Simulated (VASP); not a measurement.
All values below come from PBEsol GGA, VASP's PBE PAW potentials (set 64) (plane waves; VASP 6.6.1).

A VASP calculation is set up with these files.

### POSCAR
```
ZnSe
1.0
  0.0000000000   2.8172648088   2.8172648088
  2.8172648088   0.0000000000   2.8172648088
  2.8172648088   2.8172648088   0.0000000000
Zn Se
1 1
direct
  0.0000000000   0.0000000000   0.0000000000
  0.2500000000   0.2500000000   0.2500000000
```

### INCAR
```
! general
SYSTEM  = ZnSe
PREC    = Accurate
ENCUT   = 500
LREAL   = F   ! projection in real space or not
LASPH   = T

! electronic loop
EDIFF   = 1E-6   ! SCF stop (eV)
NELM    = 100
ALGO    = Normal
LMAXMIX = 4

! smearing
ISMEAR  = 0   ! Gaussian
SIGMA   = 0.05

! functional
GGA     = PS   ! PBEsol

! ions
IBRION  = 2   ! conjugate gradients
NSW     = 40
ISIF    = 3   ! ions, shape and volume
EDIFFG  = -0.02

! output
LWAVE   = F
LCHARG  = F
```

KPOINTS:
```
Automatic mesh
0
Gamma
8 8 8
0 0 0
```

POTCAR, in this order: Zn Se (PBE.64 set). Program: vasp_std.

### Question
Predict the energy per atom (σ→0), volume per atom, band gap (on the k-mesh).

### Answer

| Quantity | Value |
|---|---|
| energy per atom (σ→0) | -3.387 eV/atom |
| band gap (on the k-mesh) | 1.22 eV |
| volume per atom | 22.46 Å³/atom |

**OSZICAR**
```
...
       N       E                     dE             d eps       ncg     rms          rms(c)
DAV:   1    -0.677705238164E+01   -0.39445E-02   -0.50527E-02   909   0.494E+00    0.437E-01
DAV:   2    -0.677372760327E+01    0.33248E-02   -0.12066E-02   894   0.311E+00    0.161E-01
DAV:   3    -0.677332311505E+01    0.40449E-03   -0.42616E-04   799   0.200E-01    0.768E-02
DAV:   4    -0.677322140700E+01    0.10171E-03   -0.63162E-05   879   0.983E-02    0.294E-02
DAV:   5    -0.677320915385E+01    0.12253E-04   -0.15014E-05  1133   0.761E-02    0.256E-03
DAV:   6    -0.677320938375E+01   -0.22990E-06   -0.40106E-06   689   0.324E-02
   2 F= -.67732094E+01 E0= -.67732094E+01  d E =-.101417E-03
```

The compound is ZnSe in the zinc blende structure. This run relaxes it. Symmetry was kept, so distortions that lower it aren't found.
